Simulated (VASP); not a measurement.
Level of theory: PBEsol GGA, VASP's PBE PAW potentials (set 64) (plane waves; VASP).

VASP ran on this input.

INCAR:
```
ALGO = Normal
EDIFF = 1E-6
EDIFFG = -0.01
ENCUT = 400
GGA = PS
IBRION = 2
ISIF = 3
ISMEAR = 0
LASPH = .True.
LCHARG = .False.
LMAXMIX = 4
LREAL = .False.
LWAVE = .False.
NELM = 100
NSW = 60
PREC = Accurate
SIGMA = 0.05
SYSTEM = CsCl
```

### POSCAR
```
CsCl
1
    4.4980000000     0.0000000000     0.0000000000
    0.0000000000     4.4980000000     0.0000000000
    0.0000000000     0.0000000000     4.4980000000
Cs Cl
1 1
Direct
  0.0000000000   0.0000000000   0.0000000000
  0.5000000000   0.5000000000   0.5000000000
```

KPOINTS:
```
K-points
0
G
 5 5 5
```

POTCAR, in this order: Cs_sv Cl (PBE.64 set). Program: vasp_std.

Energy and stress use the plane-wave basis of the starting cell. Unless said otherwise, spin-orbit coupling is left out, though it shifts the bands of the heavy elements here.

What does the run give for the energy per atom (σ→0), volume per atom, band gap (on the k-mesh)?

The energy per atom (σ→0) is -3.426 eV/atom, the band gap (on the k-mesh) is 5.21 eV and the volume per atom comes out as 33.81 Å^3/atom.

File OSZICAR:
```
...
DAV:   1    -0.690576391267E+01   -0.55508E-01   -0.10124E+00   240   0.686E+00    0.121E+00
DAV:   2    -0.686090468584E+01    0.44859E-01   -0.78052E-02   244   0.173E+00    0.411E-01
DAV:   3    -0.685256271343E+01    0.83420E-02   -0.22362E-02   240   0.930E-01    0.228E-01
DAV:   4    -0.685205536213E+01    0.50735E-03   -0.16033E-03   256   0.267E-01    0.623E-02
DAV:   5    -0.685204410549E+01    0.11257E-04   -0.11594E-04   272   0.727E-02    0.318E-02
DAV:   6    -0.685204055841E+01    0.35471E-05   -0.73524E-06   268   0.199E-02    0.964E-03
DAV:   7    -0.685203986971E+01    0.68870E-06   -0.11160E-06   168   0.711E-03
   5 F= -.68520399E+01 E0= -.68520399E+01  d E =-.253649E+00
```

The structure was generated: CsCl was put into the CsCl type type (Pm-3m), which need not be its known phase. This run relaxes it. Symmetry was kept, so distortions that lower it aren't found.
